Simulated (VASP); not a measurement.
# A VASP study of CdOs (AM05): structure first, properties next

Aim: relax CdOs, then compute properties on the relaxed cell. The steps: relaxing cell and atoms (AM05), second relaxation, single point with fields (AM05), bands along the symmetry lines (AM05), total and projected DOS (AM05) and band structure (AM05 + SOC). The cell is invented: it takes the structure of COD entry 1524979, CdPd (space group 123 there), with some of its atoms replaced by other elements, volume scaled by an estimate. It may not be a known or stable phase.

Method: AM05; plane waves and PAW (Os, Cd), in the first sound run; inputs show where later runs differ, in VASP 6.6.1.

Most raw output is cut from this account.

## Step 1: Set-up

Before any relaxation, the start is as follows. The structure is tetragonal, space group P4/mmm (No. 123). Conventional cell: a = 3.025 Å, b = 3.025 Å, c = 3.628 Å, α = 90.00°, β = 90.00°, γ = 90.00°. Nearest to Os lie 8 Cd at 2.80 Å and 4 Os at 3.02 Å. Nearest to Cd lie 8 Os at 2.80 Å and 4 Cd at 3.02 Å. It derives from CdPd. it takes the structure of COD entry 1524979, CdPd (space group 123 there), with some of its atoms replaced by other elements, volume scaled by an estimate. Farther neighbours are not listed.

Structure file:

```
Os Cd
1.0
     3.02495    0.00000    0.00000
     0.00000    3.02495    0.00000
     0.00000    0.00000    3.62782
Os Cd
1 1
Direct
  0.50000 0.50000 0.50000
  0.00000 0.00000 0.00000
```

## Step 2: Relaxing cell and atoms (AM05)

Properties are meant for the cell that this level of theory prefers, so cell and atoms are relaxed first (ISIF = 3) until forces and stress are small; EDIFFG sets the threshold. AM05 is built from the electron gas and the surface model, and does well on lattice constants.

INCAR reads:

```
SYSTEM = CdOs
PREC = Accurate
ENCUT = 400
EDIFF = 1E-06
NELM = 100
ISMEAR = 1
SIGMA = 0.2
LREAL = .FALSE.
ALGO = Normal
GGA = AM
LORBIT = 11
LWAVE = .FALSE.
LCHARG = .FALSE.
IBRION = 2
NSW = 60
ISIF = 3
EDIFFG = -0.01
```

POSCAR reads:

```
CdOs
1.0
    3.0249450000      0.0000000000      0.0000000000
    0.0000000000      3.0249450000      0.0000000000
    0.0000000000      0.0000000000      3.6278150000
Os Cd
1 1
Direct
    0.5000000000      0.5000000000      0.5000000000
    0.0000000000      0.0000000000      0.0000000000
```

KPOINTS reads:

```
Automatic mesh
0
Gamma
9 9 7
0 0 0
```

PAW data sets: Os and Cd (PBE family, release 64).

Run with:

```console
> mpirun -np 1 vasp_std
```

Run time: 1.9 min. Hardware: 1 MPI rank of Intel Xeon Platinum 8488C (Sapphire Rapids), shared host; peak memory 0.15 GiB.

The k-mesh is coarse for a metal. The PAW data sets were made with PBE, which is usual practice but a small mismatch for other functionals. The run keeps the 16 symmetry operations of its start, so it cannot find a distortion of lower symmetry.

Relaxation path:

```csv
step,energy less that of the first step (eV),largest force (eV/Å),pressure (GPa),volume (Å³)
1,0.0000,0.0000,-5.58,33.20
2,0.0348,0.0000,13.36,30.49
3,-0.0228,0.0000,0.82,32.11
4,-0.0442,0.0000,1.27,32.05
5,-0.1363,0.0000,3.20,31.79
6,-0.2745,0.0000,11.37,30.91
7,-0.2614,0.0000,13.56,30.72
8,-0.2718,0.0000,12.07,30.85
9,-0.2747,0.0000,11.89,30.88
10,-0.2811,0.0000,11.32,30.97
11,-0.2824,0.0000,10.37,31.16
12,-0.2838,0.0000,10.72,31.09
13,-0.2895,0.0000,10.00,31.17
14,-0.3045,0.0000,7.94,31.42
15,-0.3246,0.0000,4.08,31.91
16,-0.3286,0.0000,-2.64,32.92
17,-0.3325,0.0000,-0.05,32.51
```

```csv
cell as run,before,after,change
a (Å),3.025,2.731,-9.7 %
b (Å),3.025,2.731,-9.7 %
c (Å),3.628,4.360,+20.2 %
volume (Å³/atom),16.60,16.25,-2.1 %
```

The relaxed structure:

```
Os Cd
1.0
     2.73059    0.00000    0.00000
     0.00000    2.73059    0.00000
     0.00000    0.00000    4.36014
Os Cd
1 1
Direct
  0.50000 0.50000 0.50000
  0.00000 0.00000 0.00000
```

Numbers from this step:

| Item | Value |
| --- | --- |
| electrons | 20 |
| bands | 14 |
| irreducible k-points | 60 |
| symmetry operations | 16 |
| free energy (TOTEN) | -11.11 eV |
| energy at zero smearing | -11.10 eV |
| Fermi energy | 5.731 eV |
| pressure | -0.04562 GPa |
| metallic | yes |
| SCF cycles over all ionic steps | 118 |

It ends with forces that vanish by symmetry and a pressure of -0.05 GPa.

## Step 3: Second relaxation

The basis stayed that of the start cell while the cell moved. A rerun from the cell reached resets it; the error of the finite cutoff stays. The mesh changes with the cell too.

INCAR is that of step 2.

POSCAR reads:

```
CdOs
1.0
    2.7305859305      0.0000000000      0.0000000000
    0.0000000000      2.7305859305      0.0000000000
    0.0000000000      0.0000000000      4.3601446286
Os Cd
1 1
Direct
    0.5000000000      0.5000000000      0.5000000000
    0.0000000000      0.0000000000      0.0000000000
```

KPOINTS reads:

```
Automatic mesh
0
Gamma
10 10 6
0 0 0
```

Run with:

```console
> mpirun -np 1 vasp_std
```

The job ended after 43 s (1 MPI rank; peak memory 0.15 GiB).

Step by step:

```csv
step,energy less that of the first step (eV),largest force (eV/Å),pressure (GPa),volume (Å³)
1,0.0000,0.0000,-0.37,32.51
2,0.0001,0.0000,0.87,32.33
3,-0.0002,0.0000,0.18,32.43
4,-0.0003,0.0000,0.03,32.46
```

```csv
"conventional cell, symmetrised",before,after,change
a (Å),2.731,2.725,-0.2 %
b (Å),2.731,2.725,-0.2 %
c (Å),4.360,4.371,+0.2 %
volume (Å³/atom),16.25,16.23,-0.1 %
```

Final coordinates:

```xyz
2
Lattice="2.7253 0.0000 0.0000 0.0000 2.7253 0.0000 0.0000 0.0000 4.3708" Properties=species:S:1:pos:R:3 pbc="T T T"
Os    1.3627    1.3627    2.1854
Cd    0.0000    0.0000    0.0000
```

Numbers from this step:

- irreducible k-points: 84
- free energy (TOTEN): -11.17 eV
- energy at zero smearing: -11.17 eV
- Fermi energy: 5.763 eV
- pressure: 0.02596 GPa
- SCF cycles over all ionic steps: 29

It ends with forces that vanish by symmetry and a pressure of 0.03 GPa. The volume moved by only 0.14 %, so the volume is settled.

## Step 4: Single point with fields (AM05)

The relaxed cell gets a fresh self-consistent run, on a basis set for its own volume, to fix the density and to check the remaining stress.

Changes to INCAR since step 3:

```diff
@@ -12,6 +12,5 @@
 LWAVE = .FALSE.
-LCHARG = .FALSE.
-IBRION = 2
-NSW = 60
-ISIF = 3
-EDIFFG = -0.01
+LCHARG = .TRUE.
+ISIF = 2
+LELF = .TRUE.
+LVHAR = .TRUE.
```

POSCAR reads:

```
CdOs
1.0
    2.7253462133      0.0000000000      0.0000000000
    0.0000000000      2.7253462133      0.0000000000
    0.0000000000      0.0000000000      4.3707849482
Os Cd
1 1
Direct
    0.5000000000      0.5000000000      0.5000000000
    0.0000000000      0.0000000000      0.0000000000
```

KPOINTS is that of step 3.

Run with:

```console
> mpirun -np 1 vasp_std
```

The job ended after 21 s (1 MPI rank; peak memory 0.15 GiB).

This step gave:

- SCF cycles: 12
- pressure: -4.32e-4 GPa

Valence electrons inside each PAW sphere by angular momentum. Sphere charges, by row:

```csv
atom,s (e),p (e),d (e),tot (e)
Os1,0.602,0.489,5.975,7.066
Cd2,0.502,0.472,9.511,10.48
```

Electrostatic potential energy in the ac plane at fractional y = 0.000, with atoms of Cd within 0.2 Å of it. With pseudopotentials it is smooth inside the atoms' cores, unlike the true potential.

Ten even steps from '_' (-16 eV) to '@' (3 eV):
```
______....--++**++--....____
______..::==**##**==::..____
......::--++######++--::....
::::::--++##%%%%%%##++--::::
--==++**##%%%%%%%%%%##**++==
######%%%%%%%%@@%%%%%%%%####
%%%%%%%%%%%%%%%%%%%%%%%%%%%%
@@@@@@@@%%%%%%%%%%%%%%@@@@@@
@@@@@@@@%%%%######%%%%@@@@@@
@@@@@@@@%%##########%%@@@@@@
@@@@@@@@%%####**####%%@@@@@@
@@@@@@@@%%##########%%@@@@@@
@@@@@@@@%%%%######%%%%@@@@@@
@@@@@@@@%%%%%%%%%%%%%%@@@@@@
%%%%%%%%%%%%%%%%%%%%%%%%%%%%
######%%%%%%%%@@%%%%%%%%####
--==++**##%%%%%%%%%%##**++==
::::::--++##%%%%%%##++--::::
......::--++######++--::....
______..::==**##**==::..____
______....--++**++--....____
________..--++**++--..______
```
Columns run along a (2.7 Å; values clipped at the 3rd and 97th percentile), rows up along c (4.4 Å). Atoms in or near the plane, at fractional coordinates: Cd at (0.00, 0.00).

ELF in the ac plane at fractional y = 0.000, with atoms of Cd within 0.2 Å of it. It is the smooth field of the valence electrons, not physical close to the nuclei.

Ten even steps from '0' (0.00) to '9' (0.44):
```
00036534356300
00146444446410
23465445445643
55654456544565
55444677764445
33456788876543
44567899987654
55578999998755
55678999998765
55678999998765
45678999998765
55678999998765
55678999998765
55578999998755
44567899987654
33456788876543
55444677764445
55654456544565
23465445445643
00146444446410
00036534356300
10025543455200
```
Columns run along a (2.7 Å), rows up along c (4.4 Å). Atoms in or near the plane, at fractional coordinates: Cd at (0.00, 0.00).

Valence density in the ac plane at fractional y = 0.000, with atoms of Cd within 0.2 Å of it. It is the smooth field of the valence electrons, not physical close to the nuclei.

Ten even steps from '_' (0.2 e/Å³) to '@' (9.8 e/Å³):
```
%%##++::..__________..::++##
++++--..______________..--++
--::..__________________..::
....______________________..
____________________________
____________________________
____________________________
____________________________
____________________________
____________________________
____________________________
____________________________
____________________________
____________________________
____________________________
____________________________
____________________________
....______________________..
--::..__________________..::
++++--..______________..--++
%%##++::..__________..::++##
@@%%**--..__________..--**%%
```
Columns run along a (2.7 Å), rows up along c (4.4 Å). Atoms in or near the plane, at fractional coordinates: Cd at (0.00, 0.00).

In this run the pressure is 0.00 GPa, small enough to go on.

## Step 5: Bands along the symmetry lines (AM05)

Levels along the symmetry lines show where the bands peak and cross; KPOINTS_OPT computes them in the converged potential.

Changes to INCAR since step 4:

```diff
@@ -12,5 +12,2 @@
 LWAVE = .FALSE.
-LCHARG = .TRUE.
-ISIF = 2
-LELF = .TRUE.
-LVHAR = .TRUE.
+LCHARG = .FALSE.
```

POSCAR is that of step 4.

KPOINTS is that of step 4.

KPOINTS_OPT reads:

```
Line mode
16
Line-mode
Reciprocal
  0.00000000   0.00000000   0.00000000 GAMMA
  0.00000000   0.50000000   0.00000000 X

  0.00000000   0.50000000   0.00000000 X
  0.50000000   0.50000000   0.00000000 M

  0.50000000   0.50000000   0.00000000 M
  0.00000000   0.00000000   0.00000000 GAMMA

  0.00000000   0.00000000   0.00000000 GAMMA
  0.00000000   0.00000000   0.50000000 Z

  0.00000000   0.00000000   0.50000000 Z
  0.00000000   0.50000000   0.50000000 R

  0.00000000   0.50000000   0.50000000 R
  0.50000000   0.50000000   0.50000000 A

  0.50000000   0.50000000   0.50000000 A
  0.00000000   0.00000000   0.50000000 Z

  0.00000000   0.50000000   0.00000000 X
  0.00000000   0.50000000   0.50000000 R

  0.50000000   0.50000000   0.00000000 M
  0.50000000   0.50000000   0.50000000 A
```

Run with:

```console
> mpirun -np 1 vasp_std
```

The job ended after 40 s (1 MPI rank; peak memory 0.18 GiB).

Spin-orbit coupling is off here; with elements this heavy it splits and shifts levels by tenths of an eV or more.

The electronic bands at the labelled points (eV, zero at the Fermi level; # counts the bands kept):

```csv
point,#5,#6,#7,#8,#9,#10
Γ,-4.26,-4.02,-0.91,0.43,0.43,1.76
0.47 of the way,-3.95,-2.97,-2.57,0.48,0.50,3.33
X,-4.27,-3.44,-2.52,-0.69,0.54,3.98
0.53 of the way,-3.09,-2.91,-1.14,-0.97,0.04,3.83
M,-1.81,-1.81,-0.45,1.05,1.05,3.62
0.47 of the way,-2.66,-2.32,-1.69,-1.00,-0.73,5.09
Γ,-4.26,-4.02,-0.91,0.43,0.43,1.76
0.47 of the way,-4.91,-4.31,-2.02,0.21,0.21,1.75
Z,-7.21,-4.38,-2.65,-0.05,-0.05,1.73
0.47 of the way,-5.79,-3.36,-1.65,-0.91,0.28,0.61
R,-3.94,-2.31,-0.95,-0.48,-0.41,0.67
0.47 of the way,-3.74,-2.79,-1.66,-0.41,1.77,2.91
A,-3.73,-3.73,-0.59,3.62,5.06,5.86
0.47 of the way,-4.13,-2.01,-1.45,-1.03,-0.30,0.88
Z,-7.21,-4.38,-2.65,-0.05,-0.05,1.73
jump to X,-4.27,-3.44,-2.52,-0.69,0.54,3.98
0.53 of the way,-4.47,-3.21,-1.69,-0.58,0.62,1.84
R,-3.94,-2.31,-0.95,-0.48,-0.41,0.67
jump to M,-1.81,-1.81,-0.45,1.05,1.05,3.62
0.53 of the way,-3.06,-3.06,-0.52,3.13,3.13,3.62
A,-3.73,-3.73,-0.59,3.62,5.06,5.86
```

Of the projections kept (Os, Cd), the largest for each band there; the rest of the weight can lie on other orbitals:

```csv
point,#5,#6,#7,#8,#9,#10
Γ,Os 0.98,Os 0.82,Os 0.53,Os 0.97,Os 0.97,Os 1.00
X,Os 0.90,Os 0.94,Cd 0.71,Os 0.99,Os 1.00,Os 0.89
M,Os 0.86,Os 0.86,Os 0.87,Cd 0.61,Cd 0.61,Os 1.00
Γ,Os 0.98,Os 0.82,Os 0.53,Os 0.97,Os 0.97,Os 1.00
Z,Cd 0.82,Os 1.00,Os 0.95,Os 0.98,Os 0.98,Os 1.00
R,Os 0.94,Cd 0.71,Os 0.72,Os 0.98,Os 0.87,Os 0.98
```

There is no gap at this level.

## Step 6: Total and projected DOS (AM05)

A density of states needs more k-points than a total energy; ISMEAR = -5 takes tetrahedra, and LORBIT projects the states on the PAW spheres. The mesh is finer than in the run before.

Changes to INCAR since step 5:

```diff
@@ -5,3 +5,3 @@
 NELM = 100
-ISMEAR = 1
+ISMEAR = -5
 SIGMA = 0.2
@@ -13 +13,2 @@
 LCHARG = .FALSE.
+NEDOS = 2001
```

POSCAR is that of step 5.

KPOINTS reads:

```
Automatic mesh
0
Gamma
14 14 9
0 0 0
```

Run with:

```console
> mpirun -np 1 vasp_std
```

Wall time 44 s (1 MPI rank); peak memory 0.19 GiB.

With tetrahedra the forces and stress of a metal are not exact derivatives of the energy.

Numbers from this step:

- irreducible k-points: 180
- free energy (TOTEN): -11.16 eV
- Fermi energy: 5.779 eV
- pressure: -0.05807 GPa
- DOS at the Fermi level: 2.417 states/eV/cell

The density of states has structure finer than the step of the table below, so its rows give means over 0.5 eV, whole bins alone (the curve runs from -12.0 to 5.86 eV). Peaks (eV: height): total -9.48: 7.62, -9.08: 9.03, -8.80: 7.60, -8.64: 8.94, -8.47: 7.30, -2.07: 3.21, -0.30: 2.76; Os d -2.07: 2.11, -0.62: 1.94, -0.30: 2.17, 0.22: 2.23, 3.82: 0.575; Cd d -9.48: 6.56, -9.08: 7.81, -8.80: 6.76, -8.64: 7.87, -8.44: 6.70.

States under -12.0 eV and over 5.9 eV are left out. Table of density of states by energy, zero at the Fermi level; means over each step; values in states/eV/cell:

```csv
energy (eV),total,Os d,Cd d
-11.0,0,0,0
-10.5,0.122,0.00119,0.110
-10.0,2.53,0.0269,2.15
-9.5,5.53,0.0918,4.71
-9.0,5.17,0.0903,4.45
-8.5,6.04,0.0974,5.49
-8.0,1.13,0.0110,0.889
-7.5,0.519,0.0131,0.255
-7.0,0.350,0.0236,0.0445
-6.5,0.402,0.0424,0.0398
-6.0,0.457,0.0680,0.0420
-5.5,0.565,0.118,0.0512
-5.0,0.827,0.287,0.0747
-4.5,1.45,0.724,0.133
-4.0,1.90,1.19,0.0874
-3.5,1.62,1.10,0.0558
-3.0,1.79,1.20,0.0636
-2.5,1.92,1.23,0.0850
-2.0,2.24,1.45,0.112
-1.5,0.864,0.557,0.0444
-1.0,1.14,0.878,0.0647
-0.5,2.37,1.83,0.104
0.0,2.44,1.96,0.0668
0.5,1.87,1.45,0.0509
1.0,1.10,0.714,0.0391
1.5,0.811,0.491,0.0327
2.0,0.516,0.234,0.0283
2.5,0.449,0.188,0.0252
3.0,0.418,0.164,0.0226
3.5,0.649,0.303,0.0241
4.0,0.721,0.292,0.0278
4.5,0.759,0.214,0.0414
5.0,0.732,0.167,0.0410
5.5,0.776,0.142,0.0439
```

The finer mesh and the other smearing move the Fermi level by +0.02 eV from the 10×10×6 run, a small shift, which tests the Fermi level alone. Of the states within 0.3 eV of the Fermi level, the largest shares in the PAW spheres are Os d 80 %. The rest lies in smaller channels or between the spheres.

## Step 7: Band structure (AM05 + SOC)

This step: AM05, spin-orbit coupling; plane waves and PAW (Os, Cd); invented cell (VASP 6.6.1).

Levels along the symmetry lines show where the bands peak and cross; KPOINTS_OPT computes them in the converged potential. Spin-orbit coupling needs spinors and the noncollinear program, where each band holds one electron.

INCAR reads:

```
SYSTEM = CdOs
PREC = Accurate
ENCUT = 400
EDIFF = 1E-06
NELM = 100
ISMEAR = 1
SIGMA = 0.2
LREAL = .FALSE.
ALGO = Normal
GGA = AM
LNONCOLLINEAR = .TRUE.
MAGMOM = 0 0 0 0 0 0
NBANDS = 32
GGA_COMPAT = .FALSE.
LASPH = .TRUE.
LSORBIT = .TRUE.
LMAXMIX = 4
LORBIT = 11
LWAVE = .FALSE.
LCHARG = .FALSE.
```

POSCAR is that of step 6.

KPOINTS reads:

```
Automatic mesh
0
Gamma
8 8 5
0 0 0
```

KPOINTS_OPT is that of step 5.

Run with:

```console
> mpirun -np 1 vasp_ncl
```

Elapsed: 3 min, on 1 MPI rank; peak memory 0.23 GiB.

LASPH is switched on together with spin-orbit coupling, so the change from the scalar run holds both.

This step gave:

```
SCF cycles              : 13
bands                   : 32
irreducible k-points    : 45
free energy (TOTEN)     : -11.57 eV
energy at zero smearing : -11.57 eV
Fermi energy            : 5.790 eV
pressure                : 0.6015 GPa
```

On-site spin-orbit energy by atom:

```csv
atom,on-site spin-orbit energy (eV)
Os1,-0.723
Cd2,-0.072
```

Electronic bands along the path, in eV, zero at the Fermi level; # counts the bands kept:

```csv
point,#13,#14,#15,#16,#17,#18,#19,#20
Γ,-0.97,-0.97,0.17,0.17,0.56,0.56,1.79,1.79
0.47 of the way,-2.64,-2.64,0.22,0.22,0.68,0.68,3.31,3.31
X,-2.55,-2.55,-0.82,-0.82,0.57,0.57,3.95,3.95
0.53 of the way,-1.51,-1.51,-0.76,-0.76,0.05,0.05,3.79,3.79
M,-0.36,-0.36,0.84,0.84,1.10,1.10,3.49,3.49
0.47 of the way,-1.89,-1.89,-0.99,-0.99,-0.67,-0.67,5.06,5.06
Γ,-0.97,-0.97,0.17,0.17,0.56,0.56,1.79,1.79
0.47 of the way,-2.12,-2.12,0.02,0.02,0.35,0.35,1.76,1.76
Z,-2.77,-2.77,-0.22,-0.22,0.10,0.10,1.73,1.73
0.47 of the way,-1.87,-1.87,-0.81,-0.81,0.18,0.18,0.71,0.71
R,-1.07,-1.07,-0.62,-0.62,-0.51,-0.51,0.78,0.78
0.47 of the way,-1.83,-1.83,-0.42,-0.42,1.79,1.79,2.83,2.83
A,-0.57,-0.57,3.47,3.47,5.02,5.02,5.06,5.06
0.47 of the way,-1.73,-1.73,-0.99,-0.99,-0.29,-0.29,0.98,0.98
Z,-2.77,-2.77,-0.22,-0.22,0.10,0.10,1.73,1.73
jump to X,-2.55,-2.55,-0.82,-0.82,0.57,0.57,3.95,3.95
0.53 of the way,-1.77,-1.77,-0.71,-0.71,0.61,0.61,1.85,1.85
R,-1.07,-1.07,-0.62,-0.62,-0.51,-0.51,0.78,0.78
jump to M,-0.36,-0.36,0.84,0.84,1.10,1.10,3.49,3.49
0.53 of the way,-0.49,-0.49,2.82,2.82,3.17,3.17,3.57,3.57
A,-0.57,-0.57,3.47,3.47,5.02,5.02,5.06,5.06
```

Of the projections kept (Os, Cd), the largest for each band there; the rest of the weight can lie on other orbitals:

```csv
point,#13,#14,#15,#16,#17,#18,#19,#20
Γ,Os 0.54,Os 0.54,Os 0.96,Os 0.96,Os 0.97,Os 0.97,Os 0.99,Os 0.99
X,Cd 0.71,Cd 0.71,Os 0.99,Os 0.99,Os 1.00,Os 1.00,Os 0.89,Os 0.89
M,Os 0.87,Os 0.87,Cd 0.52,Cd 0.52,Cd 0.66,Cd 0.66,Os 1.00,Os 1.00
Γ,Os 0.54,Os 0.54,Os 0.96,Os 0.96,Os 0.97,Os 0.97,Os 0.99,Os 0.99
Z,Os 0.95,Os 0.95,Os 0.98,Os 0.98,Os 0.98,Os 0.98,Os 1.00,Os 1.00
R,Os 0.71,Os 0.71,Os 0.98,Os 0.98,Os 0.87,Os 0.87,Os 0.97,Os 0.97
```

At these settings, which differ from those of the relaxation, the cell is under a pressure of 0.6 GPa.

## Step 8: Outcome

```json
{"relaxed volume": "16.23 Å³/atom", "relaxed conventional cell a, b, c": "2.725, 2.725, 4.371 Å", "space group after relaxing, within 0.02 Å": "P4/mmm (No. 123)", "band gap": "none, a metal", "DOS at the Fermi level": "2.42 states/eV/cell", "band gap (AM05 + SOC)": "none, a metal"}
```

In words: With AM05, CdOs relaxes to 16.23 Å³/atom in space group P4/mmm (held by the symmetry of the run) and comes out as a metal. Bands along the symmetry lines (AM05): Of the bands kept, 2 cross the Fermi level on this path. Band structure (AM05 + SOC): Of the bands kept, 4 cross the Fermi level on this path (spinor bands, one electron each). LASPH was switched on together with spin-orbit coupling, so shifts put down to the coupling hold both changes. The k-sampling is coarse for a metal, so the Fermi level, pressures and the shape of the cell carry errors. No search among competing phases was made. All values are for a static lattice at zero temperature.

[Lines on the potential files, build, host, timing and source positions are cut from VASP's logs without a mark.]

[Logs are printed without paths, hosts, clocks, repeated set-up lines and the standing remarks that a program may print on its own settings, such as how far it seeks lower states.]

[Hosts, paths, dates, database ids (printed as entryN), source tags and the programs' standing remarks are cut or masked in the printed files.]

[A measured line is paired with the nearest computed mode of its activity, which favours agreement.]
